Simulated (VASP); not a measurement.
# CdClO (P6_3mc) in VASP: equation of state

Aim: energy against volume of CdClO in PBE, for its equilibrium volume and stiffness.

Program: VASP 6.6.1. These are calculated values, not measurements. Logs are shortened: lines on timing, memory, paths and dates and some standing lists are left out, and cuts for length are marked.

## Step 1: The crystal as given

The structure is hexagonal, space group P6_3mc (No. 186). Conventional cell: a = 3.812 Å, b = 3.812 Å, c = 9.563 Å, α = 90.00°, β = 90.00°, γ = 120.00°. Around Cd (site symmetry 3m) lie 3 O at 2.27 Å. Cl (site symmetry 3m) has 4 Cd at 2.80 to 3.06 Å and 3 O at 3.18 Å as nearest neighbours. Around O (site symmetry 3m) lie 3 Cd at 2.27 Å.

The cell comes from a database or a generator and needn't be the stable form of this composition.

## Step 2: Equation of state, PBE, 18.85 Å³/atom (volume scaled by 0.94)

Contents of INCAR:

```
ALGO = Normal
EDIFF = 1E-7
ENCUT = 520
GGA = PE
ISIF = 2
ISMEAR = -1
LASPH = True
LCHARG = False
LREAL = False
LWAVE = False
NBANDS = 34
NELM = 80
PREC = Accurate
SIGMA = 0.05
```

Contents of KPOINTS:

```
k-points
0
Gamma
  8 8 3
```

Contents of POSCAR:

```
CdClO
1.0
    3.7339607603      0.0000000000      0.0000000000
   -1.8669803801      3.2337048752      0.0000000000
    0.0000000000      0.0000000000      9.3673519193
Cd Cl O
2 2 2
Direct
    0.6666666667      0.3333333333      0.0190610000
    0.3333333333      0.6666666667      0.5190610000
    0.6666666667      0.3333333333      0.3387190000
    0.3333333333      0.6666666667      0.8387190000
    0.0000000000      0.0000000000      0.0792210000
    0.0000000000      0.0000000000      0.5792210000
```

Potentials or basis: VASP PAW PBE potentials, release 64 (Cd, Cl, O).

Started as:

```sh
> cat potpaw_PBE.64/Cd/POTCAR potpaw_PBE.64/Cl/POTCAR potpaw_PBE.64/O/POTCAR > POTCAR
> mpirun -np 1 vasp_std > vasp.out
```

OUTCAR:

```text
EDIFF = 1E-7
   ENCUT = 520
   GGA = PE
   ISIF = 2
   ISMEAR = -1
   LASPH = True
   LREAL = False
   NELM = 80
   PREC = Accurate

 Found     20 irreducible k-points:

 Following reciprocal coordinates:
            Coordinates               Weight
  0.000000  0.000000  0.000000      1.000000
  0.125000 -0.000000  0.000000      6.000000
  0.250000 -0.000000  0.000000      6.000000
  0.375000 -0.000000  0.000000      6.000000
  0.500000 -0.000000  0.000000      3.000000
  0.125000  0.125000  0.000000      6.000000
   k-points           NKPTS =     20   k-points in BZ     NKDIM =     20   number of bands    NBANDS=     34
   number of dos      NEDOS =    301   number of ions     NIONS =      6
   total plane-waves  NPLWV =  54880
   dimension x,y,z NGX =    28 NGY =   28 NGZ =   70
   dimension x,y,z NGXF=    56 NGYF=   56 NGZF=  140
   ions per type =               2   2   2
   NGX,Y,Z   is equivalent  to a cutoff of  12.47, 12.47, 12.42 a.u.
   NGXF,Y,Z  is equivalent  to a cutoff of  24.93, 24.93, 24.85 a.u.
 SYSTEM =  unknown system
   PREC   = accura    normal or accurate (medium, high low for compatibility)
   ISTART =      0    job   : 0-new  1-cont  2-samecut
   ICHARG =      2    charge: 1-file 2-atom 10-const
   ISPIN  =      1    spin polarized calculation?
   LNONCOLLINEAR =      F non collinear calculations
   LSORBIT =      F    spin-orbit coupling
   LASPH  =      T    aspherical Exc in radial PAW
   ENCUT  =  520.0 eV  38.22 Ry    6.18 a.u.   6.94  6.94 17.42*2*pi/ulx,y,z
   NELM   =     80;   NELMIN=  2; NELMDL= -5     # of ELM steps
   EDIFF  = 0.1E-06   stopping-criterion for ELM
   LREAL  =      F    real-space projection
   EDIFFG = 0.1E-05   stopping-criterion for IOM
   NSW    =      0    number of steps for IOM
   IBRION =     -1    ionic relax: 0-MD 1-quasi-New 2-CG
   NFREE  =      0    steps in history (QN), initial steepest desc. (CG)
   ISIF   =      2    stress and relaxation
   ISYM   =      2    0-nonsym 1-usesym 2-fastsym
   POTIM  = 0.5000    time-step for ionic-motion
   TEBEG  =    0.0;   TEEND  =   0.0 temperature during run
   PSTRESS=    0.0 pullay stress
   NELECT =      50.0000    total number of electrons
   NUPDOWN=      -1.0000    fix difference up-down
   EMIN   =  10.00;   EMAX   =-10.00  energy-range for DOS
   EFERMI =   0.00;   METHOD = LEGACY
   ISMEAR =    -1;   SIGMA  =   0.05  broadening in eV -4-tet -1-fermi 0-gaus
   EFERMI_NEDOS =   21; number of points for ismear=-14 and -15
   IALGO  =     38    algorithm
   IMIX   =      4    mixing-type and parameters
     AMIX     =   0.40;   BMIX     =  1.00
     AMIX_MAG =   1.60;   BMIX_MAG =  1.00
  volume/ion in A,a.u.               =      18.85       127.21
  Fermi-wavevector in a.u.,A,eV,Ry     =   1.247104  2.356684 21.160695  1.555267
  Thomas-Fermi vector in A             =   2.381251
   LORBIT       =      0    0 simple, 1 ext, 2 COOP (PROOUT), +10 PAW based schemes
   GGA     = PE    functional components
   LHFCALC =     F    Hartree Fock is set to
   AEXX    =    0.0000 exact exchange contribution
   IVDW    =     0    specifies the selected vdW correction
   LEPSILON=     F    determine dielectric tensor
   LRPA    =     F    only Hartree local field effects (RPA)
 non-spin polarized calculation
  energy-cutoff  :      520.00
  volume of cell :      113.11
 maximum number of plane-waves:      3066
 NGX is ok and might be reduce to    28
   NGX = 13   NGY = 13   NGZ = 35

 number of electron      50.0000001 magnetization

 Free energy of the ion-electron system (eV)
  ---------------------------------------------------
  ext. energy  EPLUGINS =         0.00000000
  ---------------------------------------------------
  free energy    TOTEN  =       -17.38800851 eV

  energy without entropy =      -17.26174726  energy(sigma->0) =      -17.32487788

 E-fermi :   0.0590     XC(G=0):  -9.5889

 val. band max:        0.0559490012   @ k =   0.3750  -0.0000   0.0000
 cond. band min:       0.0762777118   @ k =   0.2500   0.2500   0.3333
 fundamental gap:      0.0203287106
 Fermi energy:         0.0589564796

 k-point     1 :       0.0000    0.0000    0.0000
  band No.  band energies     occupation
      1     -16.1182      2.00000
      2     -16.0345      2.00000
      3     -13.7670      2.00000
      4     -13.6466      2.00000
      5      -6.6665      2.00000
      6      -6.6665      2.00000
      7      -6.6508      2.00000
      8      -6.6508      2.00000
      9      -6.1614      2.00000
     10      -6.0225      2.00000
     11      -5.9474      2.00000
     12      -5.9474      2.00000
     13      -5.9300      2.00000
     14      -5.9300      2.00000
     15      -2.8855      2.00000
     16      -2.7247      2.00000
     17      -0.8474      2.00000
     18      -0.8474      2.00000
     19      -0.7646      2.00000
     20      -0.6086      2.00000
     21      -0.6086      2.00000
     22      -0.0141      1.62318
     23      -0.0141      1.62318
     24       0.1370      0.34707
     25       0.1370      0.34706
     26       0.2133      0.08723
     27       2.8404      0.00000
     28       5.1117      0.00000
     29       7.1494      0.00000
     30       7.3273      0.00000
     31      10.7577      0.00000
     32      10.7577      0.00000
     33      10.7752      0.00000
     34      10.7752      0.00000

 k-point     2 :       0.1250   -0.0000    0.0000
  band No.  band energies     occupation
      1     -16.0810      2.00000
      2     -16.0081      2.00000
      3     -13.7306      2.00000
      4     -13.6333      2.00000
      5      -6.6499      2.00000
      6      -6.6157      2.00000
      7      -6.6040      2.00000
      8      -6.5864      2.00000
      9      -6.1123      2.00000
     10      -6.0178      2.00000
     11      -5.9573      2.00000
     12      -5.9417      2.00000
     13      -5.9362      2.00000
     14      -5.9188      2.00000
     15      -2.8937      2.00000
     16      -2.6710      2.00000
     17      -1.4535      2.00000
     18      -1.0656      2.00000
     19      -1.0099      2.00000
     20      -0.7138      2.00000
     21      -0.5942      2.00000
     22      -0.2369      1.99463
     23      -0.0937      1.90985
     24       0.0161      1.40399
     25       0.1238      0.42941
     26       0.1854      0.14785
     27       3.4634      0.00000
     28       5.3307      0.00000
     29       7.4216      0.00000
     30       7.7085      0.00000
     31       9.8658      0.00000
     32      10.3967      0.00000
     33      10.9138      0.00000
     34      11.1723      0.00000

 k-point     3 :       0.2500   -0.0000    0.0000
  band No.  band energies     occupation
      1     -15.9932      2.00000
      2     -15.9465      2.00000
      3     -13.6370      2.00000
      4     -13.5921      2.00000
      5      -6.5479      2.00000
      6      -6.4766      2.00000
      7      -6.4554      2.00000
      8      -6.4316      2.00000
      9      -6.1371      2.00000
     10      -6.0459      2.00000
     11      -5.9631      2.00000
     12      -5.9390      2.00000
     13      -5.9324      2.00000
     14      -5.7763      2.00000
     15      -3.1045      2.00000
     16      -2.5878      2.00000
     17      -2.2599      2.00000
     18      -1.6322      2.00000
     19      -1.3985      2.00000
     20      -1.1827      2.00000
     21      -1.0179      2.00000
     22      -0.4734      1.99995
     23      -0.2403      1.99498
     24      -0.0081      1.58518
     25       0.0831      0.76306
     26       0.0905      0.69438
     27       4.6382      0.00000
     28       5.6857      0.00000
     29       7.6694      0.00000
     30       8.1805      0.00000
     31       9.3534      0.00000
     32       9.9624      0.00000
     33      10.8404      0.00000
     34      11.2860      0.00000

 k-point     4 :       0.3750   -0.0000    0.0000
  band No.  band energies     occupation
      1     -15.9093      2.00000
      2     -15.8879      2.00000
      3     -13.5438      2.00000
      4     -13.5262      2.00000
      5      -6.3780      2.00000
      6      -6.3345      2.00000
      7      -6.3052      2.00000
      8      -6.2977      2.00000
      9      -6.1855      2.00000
     10      -6.0364      2.00000
     11      -5.9145      2.00000
     12      -5.9126      2.00000
     13      -5.8985      2.00000
     14      -5.6645      2.00000
     15      -3.5074      2.00000
     16      -3.1025      2.00000
     17      -2.5672      2.00000
     18      -1.8597      2.00000
     19      -1.7930      2.00000
     20      -1.6682      2.00000
     21      -1.3729      2.00000
     22      -0.5976      2.00000
     23      -0.3444      1.99937
     24      -0.0743      1.86983
     25       0.0539      1.05049
     26       0.0559      1.03007
     27       5.5098      0.00000
     28       5.8679      0.00000
     29       7.3907      0.00000
     30       8.3852      0.00000
     31       9.0085      0.00000
     32       9.6833      0.00000
     33      10.8873      0.00000
     34      11.5285      0.00000

 k-point     5 :       0.5000   -0.0000    0.0000
  band No.  band energies     occupation
      1     -15.8758      2.00000
      2     -15.8648      2.00000
      3     -13.5126      2.00000
      4     -13.4833      2.00000
      5      -6.3349      2.00000
      6      -6.3028      2.00000
      7      -6.2920      2.00000
      8      -6.2585      2.00000
      9      -6.1385      2.00000
     10      -5.9901      2.00000
     11      -5.8663      2.00000
     12      -5.8567      2.00000
     13      -5.7716      2.00000
     14      -5.7263      2.00000
     15      -3.7435      2.00000
     16      -3.3587      2.00000
     17      -2.6903      2.00000
     18      -2.1451      2.00000
     19      -1.9617      2.00000
     20      -1.5454      2.00000
     21      -1.5317      2.00000
     22      -0.6753      2.00000
     23      -0.3804      1.99969
     24      -0.0758      1.87352
     25       0.0379      1.20764
     26       0.0454      1.13508
     27       5.5550      0.00000
     28       6.0361      0.00000
     29       7.7767      0.00000
     30       7.9263      0.00000
     31       9.0547      0.00000
     32       9.2928      0.00000
     33      11.1722      0.00000
     34      11.6042      0.00000

 k-point     6 :       0.1250    0.1250    0.0000
  band No.  band energies     occupation
      1     -16.0187      2.00000
      2     -15.9643      2.00000
      3     -13.6651      2.00000
      4     -13.6055      2.00000
      5      -6.5938      2.00000
      6      -6.5371      2.00000
      7      -6.4850      2.00000
      8      -6.4648      2.00000
      9      -6.1059      2.00000
     10      -6.0586      2.00000
     11      -5.9538      2.00000
     12      -5.9482      2.00000
     13      -5.9337      2.00000
     14      -5.8219      2.00000
     15      -2.9953      2.00000
     16      -2.6018      2.00000
     17      -1.9030      2.00000
     18      -1.7526      2.00000
     19      -1.3840      2.00000
     20      -1.0306      2.00000
     21      -0.4704      1.99995
     22      -0.4657      1.99994
     23      -0.2824      1.99783
     24      -0.1968      1.98805
     25       0.1147      0.49372
     26       0.1387      0.33752
     27       4.3292      0.00000
     28       5.6303      0.00000
     29       7.8174      0.00000
     30       8.1360      0.00000
     31       9.2988      0.00000
     32      10.0138      0.00000
     33      11.0668      0.00000
     34      11.1475      0.00000

 [... further k-points ...]
[... 5 lines left out ...]
  --------------------------------------------------------------------------------------
  -------------------------------------------------------------------------------------
  Total        0.7646768      0.7646768      1.6335477      0.0000000      0.0000000      0.0000000
  in kB       10.8318230     10.8318230     23.1395774      0.0000000      0.0000000      0.0000000
  external PRESSURE =      14.9344078 kB  Pullay stress =       0.0000000 kB

 VOLUME and BASIS-vectors are now :
 -----------------------------------------------------------------------------
  energy-cutoff  :      520.00
  volume of cell :      113.11
      direct lattice vectors                 reciprocal lattice vectors
     3.733960760  0.000000000  0.000000000     0.267812134  0.154621408  0.000000000
    -1.866980380  3.233704875  0.000000000     0.000000000  0.309242815  0.000000000
     0.000000000  0.000000000  9.367351919     0.000000000  0.000000000  0.106753756

 POSITION                                       TOTAL-FORCE (eV/Angst)
 -----------------------------------------------------------------------------------
      1.86698      1.07790      0.17855        -0.000000      0.000000      0.087284
     -0.00000      2.15580      4.86223         0.000000     -0.000000      0.087284
      1.86698      1.07790      3.17290        -0.000000      0.000000     -0.323074
     -0.00000      2.15580      7.85658         0.000000     -0.000000     -0.323074
      0.00000      0.00000      0.74209         0.000000     -0.000000      0.235790
      0.00000      0.00000      5.42577        -0.000000      0.000000      0.235790
 -----------------------------------------------------------------------------------
    total drift:                               -0.000000     -0.000000     -0.000547

  FREE ENERGIE OF THE ION-ELECTRON SYSTEM (eV)
  ---------------------------------------------------
  free  energy   TOTEN  =       -17.3880085065 eV

  energy  without entropy=      -17.2617472573  energy(sigma->0) =      -17.32487788
```

Wall time 68 s (1 thread of Intel Xeon 6975P-C (Granite Rapids), shared host); peak memory 0.25 GiB.

What came out:

```yaml
Free_energy: -17.3880 eV
Pressure: 1.5 GPa
Largest_force: 0.323 eV/Å
Band_gap_on_the_k_mesh: none (metal or under the smearing width)
```

## Step 3: Equation of state, PBE, 19.25 Å³/atom (volume scaled by 0.96)

Contents of INCAR:

```
ALGO = Normal ; EDIFF = 1E-7
ENCUT = 520 ; GGA = PE
ISIF = 2 ; ISMEAR = -1
LASPH = True ; LCHARG = False
LREAL = False ; LWAVE = False
NBANDS = 34 ; NELM = 60
PREC = Accurate ; SIGMA = 0.05
```

KPOINTS is that of step 2.

Changes to POSCAR since step 2:

```diff
@@ -2,5 +2,5 @@
 1.0
-    3.7339607603      0.0000000000      0.0000000000
-   -1.8669803801      3.2337048752      0.0000000000
-    0.0000000000      0.0000000000      9.3673519193
+    3.7602571250      0.0000000000      0.0000000000
+   -1.8801285625      3.2564781950      0.0000000000
+    0.0000000000      0.0000000000      9.4333213599
 Cd Cl O
```

Potentials or basis: VASP PAW PBE potentials, release 64 (Cd, Cl, O).

Started as:

```sh
> cat potpaw_PBE.64/Cd/POTCAR potpaw_PBE.64/Cl/POTCAR potpaw_PBE.64/O/POTCAR > POTCAR
> mpirun -np 1 vasp_std > vasp.out
```

It took 79 s on 1 thread of Intel Xeon 6975P-C (Granite Rapids), shared host; peak memory 0.25 GiB.

The run converged. Its results:

| Item | Value |
| --- | --- |
| Free energy | -17.4015 eV |
| Pressure | 0.2 GPa |
| Largest force | 0.236 eV/Å |
| Band gap on the k mesh | none (metal or under the smearing width) |

## Step 4: Equation of state, PBE, 19.65 Å³/atom (volume scaled by 0.98)

Contents of INCAR:

```
SYSTEM = CdClO
PREC     = Accurate       ! precision mode
ENCUT    = 520            ! plane-wave cutoff, eV
EDIFF    = 1E-7           ! SCF threshold, eV
ISMEAR   = -1             ! smearing method
SIGMA    = 0.05           ! smearing width, eV
LREAL    = .FALSE.        ! projectors in reciprocal space
LASPH    = .TRUE.         ! aspherical terms in the spheres
NELM     = 80             ! most SCF steps
ALGO     = Normal         ! electronic algorithm
ISIF     = 2              ! what is computed and relaxed
LWAVE    = .FALSE.        ! write WAVECAR
LCHARG   = .FALSE.        ! write CHGCAR
GGA      = PE             ! functional
NBANDS   = 34             ! bands
```

Contents of KPOINTS:

```
Automatic mesh
0
G
  8 8 3
  0 0 0
```

Changes to POSCAR since step 3:

```diff
@@ -2,5 +2,5 @@
 1.0
-    3.7602571250      0.0000000000      0.0000000000
-   -1.8801285625      3.2564781950      0.0000000000
-    0.0000000000      0.0000000000      9.4333213599
+    3.7861907523      0.0000000000      0.0000000000
+   -1.8930953761      3.2789373751      0.0000000000
+    0.0000000000      0.0000000000      9.4983808045
 Cd Cl O
```

Started as:

```sh
> cat potpaw_PBE.64/Cd/POTCAR potpaw_PBE.64/Cl/POTCAR potpaw_PBE.64/O/POTCAR > POTCAR
> mpirun -np 1 vasp_std > vasp.out
```

Run time: 1.7 min. Hardware: 1 thread of Intel Xeon 6975P-C (Granite Rapids), shared host; peak memory 0.25 GiB.

The run converged. Its results:

```
Free energy            : -17.3959 eV
Pressure               : -1.0 GPa
Largest force          : 0.157 eV/Å
Band gap on the k mesh : none (metal or under the smearing width)
```

## Step 5: Equation of state, PBE, 20.46 Å³/atom (volume scaled by 1.02)

Contents of INCAR:

```
PREC = Accurate ; ENCUT = 520
EDIFF = 1E-7 ; ISMEAR = -1
SIGMA = 0.05 ; LREAL = False
LASPH = True ; NELM = 60
ALGO = Normal ; ISIF = 2
LWAVE = False ; LCHARG = False
GGA = PE ; NBANDS = 34
```

Contents of KPOINTS:

```
regular mesh
0
Gamma
  8 8 3
```

Changes to POSCAR since step 4:

```diff
@@ -2,5 +2,5 @@
 1.0
-    3.7861907523      0.0000000000      0.0000000000
-   -1.8930953761      3.2789373751      0.0000000000
-    0.0000000000      0.0000000000      9.4983808045
+    3.8370181697      0.0000000000      0.0000000000
+   -1.9185090848      3.3229552098      0.0000000000
+    0.0000000000      0.0000000000      9.6258910642
 Cd Cl O
```

Started as:

```sh
> cat potpaw_PBE.64/Cd/POTCAR potpaw_PBE.64/Cl/POTCAR potpaw_PBE.64/O/POTCAR > POTCAR
> mpirun -np 1 vasp_std > vasp.out
```

Run time: 2.3 min. Hardware: 1 thread of Intel Xeon 6975P-C (Granite Rapids), shared host; peak memory 0.28 GiB.

Results (log left out):

```yaml
Free_energy: -17.3358 eV
Pressure: -3.0 GPa
Largest_force: 0.131 eV/Å
Band_gap_on_the_k_mesh: none (metal or under the smearing width)
```

(Continued in part 2 of 2.)
